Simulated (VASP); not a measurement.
Computed with vdW-DF2, VASP's PBE PAW potentials (set 64) (plane waves; VASP).

VASP ran on this input.

File KPOINTS:
```
Automatic mesh
0
Gamma
10 10 10
0 0 0
```

### INCAR
```
ISMEAR = 1
ZAB_VDW = -1.8867
SYSTEM = CoSi2
AGGAC = 0.0
GGA = ML
LWAVE = .False.
EDIFF = 1E-7   ! SCF stop (eV)
LUSE_VDW = .True.
ALGO = Normal   ! blocked Davidson
ENCUT = 520
PREC = Accurate
ISIF = 2   ! forces and stress, cell fixed
LREAL = .False.   ! projection in real space or not
LCHARG = .False.
LASPH = .True.
LMAXMIX = 4   ! l cut-off of mixed one-centre charges
NELM = 100
SIGMA = 0.1
```

POSCAR:
```
CoSi2
1.0
  0.0000000000   2.7337923238   2.7337923238
  2.7337923238   0.0000000000   2.7337923238
  2.7337923238   2.7337923238   0.0000000000
Co Si
1 2
Direct
  0.0000000000   0.0000000000   0.0000000000
  0.2500000000   0.2500000000   0.2500000000
  0.7500000000   0.7500000000   0.7500000000
```

POTCAR, in this order: Co Si (PBE.64 set). Program: vasp_std.

Output of the run:

OUTCAR:
```
 ion  position               nearest neighbor table
   1  0.000  0.000  0.000-   2 2.37   3 2.37   3 2.37   3 2.37   3 2.37   2 2.37   2 2.37   2 2.37
  LATTYP: Found a face centered cubic cell.
 ALAT       =     5.4675846476
 Subroutine PRICEL returns:
 Original cell was already a primitive cell.
 Subroutine GETGRP returns: Found 48 space group operations
The static configuration has the point symmetry O_h .
The dynamic configuration has the point symmetry O_h .
 Subroutine INISYM returns: Found 48 space group operations
 Subroutine IBZKPT returns following result:
 Found     47 irreducible k-points:

 Following reciprocal coordinates:
            Coordinates               Weight
  0.000000  0.000000  0.000000      1.000000
  0.100000  0.000000  0.000000      8.000000
  0.200000  0.000000  0.000000      8.000000
  0.300000  0.000000  0.000000      8.000000
  0.400000  0.000000  0.000000      8.000000
  0.500000  0.000000  0.000000      4.000000
  0.100000  0.100000  0.000000      6.000000
  0.200000  0.100000  0.000000     24.000000
  0.300000  0.100000  0.000000     24.000000
  0.400000  0.100000  0.000000     24.000000
  0.500000  0.100000  0.000000     24.000000
 -0.400000  0.100000  0.000000     24.000000
 -0.300000  0.100000  0.000000     24.000000
 -0.200000  0.100000  0.000000     24.000000
 -0.100000  0.100000  0.000000     12.000000
  0.200000  0.200000  0.000000      6.000000
  0.300000  0.200000  0.000000     24.000000
  0.400000  0.200000  0.000000     24.000000
  0.500000  0.200000  0.000000     24.000000
 -0.400000  0.200000  0.000000     24.000000
 -0.300000  0.200000  0.000000     24.000000
 -0.200000  0.200000  0.000000     12.000000
  0.300000  0.300000  0.000000      6.000000
  0.400000  0.300000  0.000000     24.000000
  0.500000  0.300000  0.000000     24.000000
...
```

File OSZICAR:
```
       N       E                     dE             d eps       ncg     rms          rms(c)
DAV:   1     0.808230553166E+02    0.80823E+02   -0.70447E+03  1136   0.133E+03
DAV:   2    -0.791447911954E+01   -0.88738E+02   -0.83189E+02  1136   0.257E+02
DAV:   3    -0.123685704903E+02   -0.44541E+01   -0.42999E+01  1448   0.656E+01
DAV:   4    -0.124904143943E+02   -0.12184E+00   -0.12145E+00  1340   0.106E+01
DAV:   5    -0.124944929362E+02   -0.40785E-02   -0.40771E-02  1552   0.197E+00    0.115E+01
DAV:   6    -0.157700017712E+02   -0.32755E+01   -0.31482E+01  1464   0.119E+02    0.166E+01
DAV:   7    -0.115505178376E+02    0.42195E+01   -0.13722E+01  1512   0.950E+01    0.240E+00
DAV:   8    -0.116133390886E+02   -0.62821E-01   -0.91191E-01  1368   0.801E+00    0.181E+00
DAV:   9    -0.115907272547E+02    0.22612E-01   -0.10401E-01  1420   0.707E+00    0.361E-01
DAV:  10    -0.115908540350E+02   -0.12678E-03   -0.73545E-03  1340   0.109E+00    0.763E-02
DAV:  11    -0.115908382966E+02    0.15738E-04   -0.34999E-04  1796   0.330E-01    0.373E-02
DAV:  12    -0.115908440090E+02   -0.57124E-05   -0.43181E-05  1264   0.735E-02    0.154E-02
DAV:  13    -0.115908413623E+02    0.26468E-05   -0.66861E-06  1772   0.332E-02    0.495E-03
DAV:  14    -0.115908420114E+02   -0.64915E-06   -0.81897E-07  1536   0.101E-02    0.404E-03
DAV:  15    -0.115908423025E+02   -0.29106E-06   -0.36501E-07  1292   0.117E-02    0.127E-03
DAV:  16    -0.115908423194E+02   -0.16949E-07   -0.76704E-08   744   0.219E-03
   1 F= -.11590842E+02 E0= -.11591196E+02  d E =0.105966E-02
```

### OUTCAR
```
------------------------ aborting loop because EDIFF is reached ----------------------------------------
  FORCE on cell =-STRESS in cart. coord.  units (eV):
  Direction    XX          YY          ZZ          XY          YZ          ZX
  --------------------------------------------------------------------------------------
  Total       -0.0001285     -0.0001285     -0.0001285     -0.0000000      0.0000000     -0.0000000
  in kB       -0.0050386     -0.0050386     -0.0050386     -0.0000000      0.0000000     -0.0000000
  external PRESSURE =      -0.0050386 kB  Pullay stress =       0.0000000 kB
  volume of cell :       40.86
      direct lattice vectors                 reciprocal lattice vectors
     0.000000000  2.733792324  2.733792324    -0.182896117  0.182896117  0.182896117
     2.733792324  0.000000000  2.733792324     0.182896117 -0.182896117  0.182896117
     2.733792324  2.733792324  0.000000000     0.182896117  0.182896117 -0.182896117
 POSITION                                       TOTAL-FORCE (eV/Angst)
 -----------------------------------------------------------------------------------
      0.00000      0.00000      0.00000        -0.000000     -0.000000     -0.000000
      1.36690      1.36690      1.36690         0.000000      0.000000      0.000000
      4.10069      4.10069      4.10069        -0.000000     -0.000000      0.000000
 -----------------------------------------------------------------------------------
    total drift:                                0.000000     -0.000000     -0.000000
  FREE ENERGIE OF THE ION-ELECTRON SYSTEM (eV)
  ---------------------------------------------------
  free  energy   TOTEN  =       -11.5908423194 eV

  energy  without entropy=      -11.5919019801  energy(sigma->0) =      -11.59119554
```
(Selected blocks of OUTCAR.)

The compound is CoSi2 in the fluorite structure. It was relaxed first, which changed the volume by +6 %. The run is not spin-polarised, so no magnetic state was tried. The electron count is odd and the run is not spin-polarised, which forces a metal.
